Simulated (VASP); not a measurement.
An input for Quantum ESPRESSO's pw.x (written as the equivalent of a VASP run, and not itself run):

```
&CONTROL
  calculation = 'scf'
  pseudo_dir = './pseudo'
  outdir = './out'
  tprnfor = .true.
  tstress = .true.
/
&SYSTEM
  ibrav = 0
  nat = 3
  ntyp = 2
  ecutwfc = 76
  occupations = 'smearing'
  smearing = 'methfessel-paxton'
  degauss = 0.00735
  input_dft = 'pbesol'
/
&ELECTRONS
  conv_thr = 7.3e-09
  electron_maxstep = 100
/
ATOMIC_SPECIES
  Al 26.982 Al.upf
  Au 196.967 Au.upf
CELL_PARAMETERS angstrom
     0.0000000    2.9969730    2.9969730
     2.9969730    0.0000000    2.9969730
     2.9969730    2.9969730   -0.0000000
ATOMIC_POSITIONS crystal
  Al   0.2500000  0.2500000  0.2500000
  Al   0.7500000  0.7500000  0.7500000
  Au   0.0000000  1.0000000  0.0000000
K_POINTS automatic
  8 8 8 0 0 0
```

### Question
Write the VASP files for the same calculation (PBEsol).

### Answer
One answer among several that fit: 
### POSCAR
```
AuAl2
1
    0.0000000000     2.9969730378     2.9969730378
    2.9969730378     0.0000000000     2.9969730378
    2.9969730378     2.9969730378    -0.0000000000
Al Au
2 1
Direct
  0.2500000000   0.2500000000   0.2500000000
  0.7500000000   0.7500000000   0.7500000000
  0.0000000000   1.0000000000   0.0000000000
```

### KPOINTS
```
K-points
0
Gamma
  8 8 8
```

INCAR:
```
! general
SYSTEM   =  AuAl2
PREC     =  Accurate
ENCUT    =  480
LREAL    =  .FALSE.
LASPH    =  .TRUE.

! electronic loop
EDIFF    =  1E-7
NELM     =  100
ALGO     =  Normal
LMAXMIX  =  6

! smearing
ISMEAR   =  1
SIGMA    =  0.1

! functional
GGA      =  PS

! ions
ISIF     =  2

! output
LWAVE    =  .FALSE.
LCHARG   =  .FALSE.
```

POTCAR, in this order: Al Au (PBE.64 set). Program: vasp_std.

What does not carry over: the potentials are each code's own (VASP's PAW set, PseudoDojo norm-conserving files in pw.x), so ENCUT and ecutwfc are chosen apart and not converted; conv_thr bounds pw.x's estimated SCF error, while EDIFF bounds the energy change between steps.

The compound is AuAl2 in the fluorite structure. It was relaxed first.
